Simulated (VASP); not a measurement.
Given:

```
TlCl
1.0
    3.80977     0.00000     0.00000
    0.00000     3.80977     0.00000
    0.00000     0.00000     3.80977
Tl Cl
1 1
Cartesian
  0.00000   0.00000   0.00000
  1.90489   1.90489   1.90489
```

Calculation: optB86b-vdW, VASP's PBE PAW potentials (set 64) (plane waves; VASP). Settings: 520 eV cut-off, Gaussian smearing of 0.050 eV, potentials Tl_d Cl.

Unless said otherwise, spin-orbit coupling is left out, though it shifts the bands of the heavy elements here.

Task: Give the energies of bands 7 to 13 at the high-symmetry points, in eV from the valence-band maximum.

Result: 
| band | Γ | X | M | R |
|---|---|---|---|---|
| 7 | -4.65 | -5.59 | -3.46 | -2.22 |
| 8 | -1.59 | -1.13 | -3.10 | -2.08 |
| 9 | -1.59 | -1.13 | -3.10 | -2.08 |
| 10 | -1.59 | 0.00 | -1.09 | -2.08 |
| 11 | 7.84 | 2.03 | 4.89 | 2.45 |
| 12 | 7.84 | 6.53 | 4.89 | 2.45 |
| 13 | 7.84 | 6.53 | 8.46 | 2.45 |

The gap is direct, 2.03 eV, from the valence maximum at X to the conduction minimum at X.

The compound is TlCl in the CsCl type structure. It was relaxed first.
